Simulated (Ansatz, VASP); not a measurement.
# Cross-check of Ti between VASP and Ansatz

Wanted: the spread between two codes on one cell, functional and k mesh.

Program: Ansatz 0.2.0. Level of theory: plane waves, with VASP 6.6.1 beside it; single point at LDA. Results are calculated unless marked as measured.

## (1) The starting structure

The structure is hexagonal, space group P6_3/mmc (No. 194). Conventional cell: a = 2.893 Å, b = 2.893 Å, c = 4.588 Å, α = 90.00°, β = 90.00°, γ = 120.00°. Nearest to Ti lie 12 Ti at 2.84 to 2.89 Å.

## (2) VASP: single point, LDA

With cell and atoms fixed, the geometry can't cause a difference; cores, projectors, grids and the points listed under the comparison can.

Lines of VASP's logs that name or quote its potential files are left out, and so is its time.

File INCAR:

```
SYSTEM = Ti
PREC = Accurate
ENCUT = 450
EDIFF = 1E-06
NELM = 100
ISMEAR = 1
SIGMA = 0.15
LREAL = .FALSE.
ALGO = Normal
GGA = CA
NBANDS = 18
LASPH = .TRUE.
LORBIT = 11
LWAVE = .FALSE.
LCHARG = .FALSE.
KPAR = 4
```

File POSCAR:

```
Ti
1.0
    2.8928102651      0.0000000000      0.0000000000
   -1.4464051325      2.5052471799      0.0000000000
    0.0000000000      0.0000000000      4.5878924235
Ti
2
Direct
    0.3333333330      0.6666666670      0.2500000000
    0.6666666670      0.3333333330      0.7500000000
```

File KPOINTS:

```
Automatic mesh
0
Gamma
13 13 7
0 0 0
```

Potentials, in the order of the species: Ti_sv (PBE family, release 64).

On the command line:

```console
> mpirun -np 4 vasp_std
```

Numbers of over 12 decimals in the logs are rounded to 6 here.

The log of the run:

```text
[banner, memory and clock lines left out]
running    4 mpi-ranks, on    1 nodes
 distrk:  each k-point on    1 cores,    4 groups
 distr:  one band on    1 cores,    1 groups

 POSCAR found type information on POSCAR Ti
 POSCAR found :  1 types and       2 ions
|                                                                             |
|               ----> ADVICE to this user running VASP <----                  |
|                                                                             |
|     You enforced a specific xc type in the INCAR file but a different       |
|     [... a line on the potential file left out ...]
|     I HOPE YOU KNOW WHAT YOU ARE DOING!                                     |
|                                                                             |

 LDA part: xc-table for (Slater(with rela. corr.)+CA(PZ))
 , standard interpolation
 POSCAR, INCAR and KPOINTS ok, starting setup
 FFT: planning ... GRIDC
 FFT: planning ... GRID_SOFT
 FFT: planning ... GRID
 WAVECAR not read
 entering main loop
       N       E                     dE             d eps       ncg     rms          rms(c)
DAV:   1     0.240273704906E+03    0.24027E+03   -0.12221E+04  3040   0.154E+03
DAV:   2     0.936081215962E+01   -0.23091E+03   -0.22792E+03  3078   0.430E+02
DAV:   3    -0.183067959589E+02   -0.27668E+02   -0.27327E+02  5682   0.122E+02
DAV:   4    -0.193682301693E+02   -0.10614E+01   -0.10602E+01  3466   0.251E+01
DAV:   5    -0.194139238447E+02   -0.45694E-01   -0.45682E-01  4716   0.383E+00    0.132E+01
DAV:   6    -0.171507985391E+02    0.22631E+01   -0.81679E+00  3562   0.299E+01    0.315E+00
DAV:   7    -0.171224298118E+02    0.28369E-01   -0.85543E-01  4614   0.675E+00    0.204E+00
DAV:   8    -0.171457486722E+02   -0.23319E-01   -0.21648E-01  3452   0.585E+00    0.728E-01
DAV:   9    -0.171372022658E+02    0.85464E-02   -0.49245E-02  3570   0.237E+00    0.673E-02
DAV:  10    -0.171375466891E+02   -0.34442E-03   -0.27026E-03  4464   0.335E-01    0.994E-02
DAV:  11    -0.171376078280E+02   -0.61139E-04   -0.23756E-04  3554   0.121E-01    0.357E-02
DAV:  12    -0.171375982001E+02    0.96279E-05   -0.45882E-05  3808   0.554E-02    0.643E-03
DAV:  13    -0.171375989700E+02   -0.76990E-06   -0.11934E-06  2276   0.104E-02
   1 F= -.17137599E+02 E0= -.17137890E+02  d E =0.873282E-03
```

From OUTCAR (step 2):

```text
ion  position               nearest neighbor table
   1  0.333  0.667  0.250-   2 2.84   2 2.84   2 2.84   2 2.84   2 2.84   2 2.84
   2  0.667  0.333  0.750-   1 2.84   1 2.84   1 2.84   1 2.84   1 2.84   1 2.84

  LATTYP: Found a hexagonal cell.
 ALAT       =     2.8928102651
 C/A-ratio  =     1.5859638217

 Subroutine GETGRP returns: Found 24 space group operations
 (whereof 12 operations were pure point group operations)

The static configuration has the point symmetry D_3d.
 The point group associated with its full space group is D_6h.

 Found     84 irreducible k-points:

   k-points           NKPTS =     84   k-points in BZ     NKDIM =     84   number of bands    NBANDS=     18

   dimension x,y,z NGX =    20 NGY =   20 NGZ =   32
   dimension x,y,z NGXF=    40 NGYF=   40 NGZF=   64

   ENCUT  =  450.0 eV  33.07 Ry    5.75 a.u.   5.00  5.00  7.94*2*pi/ulx,y,z

   NELECT =      24.0000    total number of electrons

 k-points in reciprocal lattice and weights: Automatic mesh
   0.00000000  0.00000000  0.00000000       0.001
   0.07692308 -0.00000000  0.00000000       0.005
   0.15384615 -0.00000000  0.00000000       0.005
   0.23076923 -0.00000000  0.00000000       0.005
   0.30769231 -0.00000000  0.00000000       0.005
   0.38461538  0.00000000  0.00000000       0.005
   0.46153846 -0.00000000  0.00000000       0.005
   0.07692308  0.07692308  0.00000000       0.005
   0.15384615  0.07692308  0.00000000       0.010
[...]
0.38461538  0.23076923  0.42857143       0.010
   0.30769231  0.30769231  0.42857143       0.010

 average (electrostatic) potential at core
       1 -71.5376       2 -71.5376

 E-fermi :   8.5050

 k-point     1 :       0.0000    0.0000    0.0000
  band No.  band energies     occupation
    ...
      6     -23.7981      2.00000
      7     -23.7616      2.00000
      8     -23.7616      2.00000
      9       2.2942      2.00000
     10       5.7095      2.00000
     11       9.2505     -0.00000
     12       9.2505     -0.00000
     13       9.3710     -0.00000
     14       9.4863     -0.00000
     15       9.7783     -0.00000
    ...

 k-point     2 :       0.0769   -0.0000    0.0000
  band No.  band energies     occupation
    ...
      6     -23.8046      2.00000
      7     -23.7949      2.00000
      8     -23.7657      2.00000
      9       2.4676      2.00000
     10       5.8470      2.00000
     11       8.9432     -0.00029
     12       9.1124     -0.00000
     13       9.3753     -0.00000
     14       9.6016     -0.00000
     15       9.6990     -0.00000
    ...

 k-point     3 :       0.1538   -0.0000    0.0000
  band No.  band energies     occupation
    ...
      8     -23.7779      2.00000
      9       2.9676      2.00000
     10       6.2094      2.00000
     11       8.3969      1.93392
     12       8.5021      1.03266
     13       9.4415     -0.00000
     14       9.7370     -0.00000
     15       9.8037     -0.00000
     16       9.8516     -0.00000
     17       9.9593     -0.00000
    ...

  Total       -0.8794666     -0.8794666     -0.8517964     -0.0000000     -0.0000000      0.0000000
  in kB      -42.3785582    -42.3785583    -41.0452212     -0.0000000     -0.0000000      0.0000000
  external PRESSURE =     -41.9341126 kB  Pullay stress =       0.0000000 kB

  energy-cutoff  :      450.00
  volume of cell :       33.25
      direct lattice vectors                 reciprocal lattice vectors
     2.892810265  0.000000000  0.000000000     0.345684614  0.199581105  0.000000000
    -1.446405133  2.505247180  0.000000000     0.000000000  0.399162210  0.000000000
     0.000000000  0.000000000  4.587892423     0.000000000  0.000000000  0.217965006

 POSITION                                       TOTAL-FORCE (eV/Angst)
 -----------------------------------------------------------------------------------
     -0.00000      1.67016      1.14697        -0.000000      0.000000      0.000000
      1.44641      0.83508      3.44092         0.000000      0.000000      0.000000
 -----------------------------------------------------------------------------------
    total drift:                               -0.000001      0.000001     -0.000000

  FREE ENERGIE OF THE ION-ELECTRON SYSTEM (eV)
  ---------------------------------------------------
  free  energy   TOTEN  =       -17.1375989700 eV

  energy  without entropy=      -17.1384722518  energy(sigma->0) =      -17.13789006

 total charge
# of ion       s       p       d       tot
------------------------------------------
    1        2.261   6.127   1.947  10.334
    2        2.261   6.127   1.947  10.334
--------------------------------------------------
tot          4.522  12.254   3.893  20.669

[... 3 further parts left out ...]
```

The PAW data sets were made with PBE, though LDA sets exist; this is a small mismatch.

## (3) Ansatz: single point, LDA

Ansatz runs on its default PAW (the set named soft_2) files.

The same cell, functional (in two slightly different forms), mesh and smearing now go to Ansatz, which takes its cutoff from its data sets.

File input.yaml:

```yaml
crystal:
  lattice:
    - [2.8928102651, 0.0, 0.0]
    - [-1.4464051325, 2.5052471799, 0.0]
    - [0.0, 0.0, 4.5878924235]
  atoms:
    - { symbol: Ti, position: [0.333333333, 0.666666667, 0.25] }
    - { symbol: Ti, position: [0.666666667, 0.333333333, 0.75] }
hamiltonian:
  xc: lda
  pseudopotentials: { kind: paw }
kpoints:
  mp_grid: { grid: [13, 13, 7] }
scf:
  occupations: { method: methfessel_paxton, width: 0.15 }
  n_extra_bands: 4
output:
  forces: true
  stress: true
  eigenvalues: true
  write_density: true
  write_potential: true
  elf: true
  volumetric_format: npy
```

On the command line:

```console
> ansatz run input.yaml --threads 2 --pin off --max-ram 4608MiB --backend cpu --events-out ev --progress --plain --runs-dir out
```

The log of the run:

```text
scf.n_extra_bands = 4 over 12 filled bands (N_el = 24.0): the run solves 16 bands
Engine: ansatz 0.2.0, aarch64-unknown-linux-gnu
Pseudopotentials: kind: paw
Pseudopotential: Ti, paw, valence charge 12, recommended cutoff 420 eV (normal), Ti.paw.azcp
Functional definition: SPW92
  exchange = slater_x
  correlation = pw_c
Crystal: 2 atoms, lattice volume = 33.249 Å³
Basis set: ecut = 420 eV, 627 PW (Γ)
Bands: 16, of which v1, the nominal top of the filled ones, is band 12 counted from 1 (11 counted from 0)
Symmetry: 24 space group operations
Space group: P63/mmc (ITA 194), of the structure as read, at distance tolerance 3.2e-5 Å
k-points: 84 of 1183
Non-local potential: Ti, projectors of the file, l = 0: 3, l = 1: 2, l = 2: 3, l = 3: 1
PAW form: soft (Blöchl's): semilocal exchange-correlation on the pseudo side does not see the compensation charge
PAW frozen core: Ti, regenerated for the run's functional, and the local potential with it (the file was generated under x = pbe(κ = 0.804, μ = 0.219515), c = pbe(β = 0.066725))
PAW one-centre angular grid: Ti, 590 points (default); XC on 64 Gauss nodes
Initial density: superposition of atomic densities (neutral atoms: chi_scale 0, normalization atom), corrected by the library's trained network
Initial wavefunctions: pseudopotential atomic-orbital guess
Functional: x = slater, c = lda
SCF iter   1: F=—  HF=-4900.590028 eV  |F-HF|=—  |Δ(HF+E_count)|=         —  Δρ=6.96e-3  dr2=7.10e-3  ethr=1.77e-3  ⟨swp⟩=3.5  Hψ=5287  notcnv=0
preconditioner: auto → none  [metal: Δε(μ)=0.011 eV  Ē_g=2.910 eV  σ=0.150 eV  W_gap=0.06  n_scr=8 (ndim 8)  ℏωp=18.2 eV  f_vac=0.000  D(μ)=2.25/eV (n_scr^D=22)  sad-step TF]
SCF iter   2: F=—  HF=-4900.588062 eV  |F-HF|=—  |Δ(HF+E_count)|=   1.97e-3  S|Δr|=    0.00e0  Δρ=3.32e-3  dr2=1.45e-3  ethr=2.96e-5  ⟨swp⟩=1.1  Hψ=2042  notcnv=0
SCF iter   3: F=—  HF=-4900.587915 eV  |F-HF|=—  |Δ(HF+E_count)|=   1.47e-4  S|Δr|=    0.00e0  Δρ=4.39e-4  dr2=2.19e-5  ethr=6.04e-6  ⟨swp⟩=2.5  Hψ=2028  notcnv=0
SCF iter   4: F=—  HF=-4900.587921 eV  |F-HF|=—  |Δ(HF+E_count)|=   5.85e-6  S|Δr|=    0.00e0  Δρ=6.29e-5  dr2=1.14e-6  ethr=9.11e-8  ⟨swp⟩=2.3  Hψ=1846  notcnv=0
SCF iter   5: F=-4900.587920 eV  HF=-4900.587920 eV  |F-HF|=1.33e-8  |Δ(HF+E_count)|=   3.31e-7  S|Δr|=    0.00e0  Δρ=6.99e-6  dr2=1.10e-8  ethr=4.17e-10  ⟨swp⟩=8.0  Hψ=8772  notcnv=0
SCF 1 converged in 5 iterations: F = -4900.587920 eV  dr2 = 1.10e-8
  greatest PAW one-centre occupation: 0.999 electrons in one spin orbital (limit 2), on the Ti atom at site 1 (counted from 0), in its partial waves of l = 0
SCF converged after 5 iterations
Stability not checked: this state was not tested for a lower state beside it, because cold or Methfessel-Paxton smearing, or corrected tetrahedra, fill the levels in a way that the test cannot read (fill_not_monotonic; see scf.lower_state_search)
Free energy (F): -4900.587920 eV
Harris-Foulkes:  -4900.587920 eV  (|F-HF|=1.33e-8)
Internal energy: -4900.588829 eV  (E = F + TS)
E sigma→0 (E₀):  -4900.588148 eV
Entropy (-TS):   0.000909 eV (0.454 meV/atom)
Fermi energy:    13.782468 eV
Step filling:    the computed levels leave a gap of 0.0118 eV = 0.1 smearing widths at the electron count; against every level under it full and every level over it empty, smearing changes F+E_penalty+E_count by -0.343 meV and its σ→0 estimate by -0.571 meV
--- Per-component energies (eV) ---
  E_band       = -299.129044
  E_kinetic    = 546.439913
  E_local      = -1585.330198  (includes V_loc(G=0)·N_el)
  E_nonlocal   = 24.249585
  E_hartree    = 651.521583
  E_xc         = -193.727850
  E_vxc        = -243.810054  (∫ρ·V_xc dr)
  E_paw        = -1998.206192  (= ΣΔE_a)
  E_vpaw       = -343.717878  (= ΣTr[D̂ρ^β])
  E_aug_tail   = 0.000188  (compensation charges beyond the density's cutoff)
  E_ewald      = -2346.187758
  E_core_change = 0.651901  (= ΣΔE_core)
  E_smearing   = 0.000909  (= −TS)
  E_closure    = -0.000000  (closes the sum)
  Σ components = -4900.587920   (vs F -4900.587920, Δ=0.00e0)
--- Forces (eV/Å), atoms counted from 1 ---
  atom   1  Ti     0.00000000     0.00000000     0.00000000
  atom   2  Ti    -0.00000000     0.00000000     0.00000000
  max |Σ_I F_I| component: 3.70e-17 eV/Å
--- Stress (GPa, compression-positive) ---
       -3.839765       0.000000       0.000000
        0.000000      -3.839765       0.000000
        0.000000       0.000000      -3.769837
  P = ⅓ Tr σ = -3.8165 GPa (-38.165 kbar)
--- Band table (eV; the first three rows and the last of 84) ---
  k-point 0: bands = [... 8 lower, 7.5548, 10.9800, 14.5342, 14.5342, 14.6576, 14.7423, 15.0645, 15.0645]
  k-point 1: bands = [... 8 lower, 7.7339, 10.9104, 14.4289, 14.4529, 14.4529, 14.5585, 14.9665, 14.9665]
  k-point 2: bands = [... 8 lower, 8.2480, 10.5895, 13.9207, 14.2961, 14.3599, 14.3599, 14.7432, 14.7432]
  k-point 83: bands = [... 8 lower, 12.2061, 12.2757, 12.7501, 12.8668, 13.5580, 13.6643, 15.3350, 15.6809]
```

The job ended after 2.8 s (2 threads of Arm Neoverse N1, shared host; peak memory 0.3 GiB; 4.9 s of CPU time).

In the SCF lines HF is the Harris–Foulkes energy and dr2 the Hartree energy of the density residual, in eV; the loop may stop once dr2 is under the threshold and the program's other checks hold. Hψ counts applications of the Hamiltonian.

The run ends at a pressure of -3.82 GPa.

## (4) Side by side

Known differences besides the potentials themselves: the two LDA forms differ slightly; the cutoff is 420 eV in Ansatz and 450 eV in VASP; Ansatz makes its cores anew for this functional, VASP keeps those of its PBE data sets; VASP's log shows a relativistic correction to its local exchange, Ansatz's none. Total energies have different zeros and are not compared.

Compared:

```
      quantity  Ansatz   VASP  difference
pressure (GPa)   -3.82  -4.19       +0.38
```

## (5) Summary of results

- difference in pressure (single point, LDA): 0.38 GPa

In words: The difference in pressure is 0.38 GPa (single point, LDA), within the 1 GPa picked in this series as the mark of a large difference. How closely two codes agree says nothing of how well the functional describes the real material.

[Lines on the potential files, build, host, timing and source positions are cut from VASP's logs without a mark.]

[Logs are printed without paths, hosts, clocks, repeated set-up lines and the standing remarks that a program may print on its own settings, such as how far it seeks lower states.]

[Hosts, paths, dates, database ids (printed as entryN), source tags and the programs' standing remarks are cut or masked in the printed files.]

[VASP's PBE data sets in a run with another functional are called a small mismatch above; for pressures it isn't always small: they can move by 1 GPa and more.]
